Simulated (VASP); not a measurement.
Here is the system:

```
CdF2
1.0
    0.00000     2.69500     2.69500
    2.69500     0.00000     2.69500
    2.69500     2.69500     0.00000
Cd F
1 2
Direct
  0.00000   0.00000   0.00000
  0.25000   0.25000   0.25000
  0.75000   0.75000   0.75000
```

Calculation: PBE GGA, VASP's PBE PAW potentials (set 64) (plane waves; VASP 6.6.1). Numerical set-up: 400 eV cut-off, 7×7×7 Γ-centred mesh, Fermi-Dirac smearing of 0.050 eV, potentials Cd F.

At this cut-off the stress carries a Pulay error, which pulls relaxed volumes low.

Task: Estimate the energy per atom (σ→0), pressure.

Result: 
- energy per atom (σ→0): -3.631 eV/atom
- pressure: -3.63 GPa

The structure is a typed CdF2 crystal (Fm-3m). The cell was not relaxed at this level.
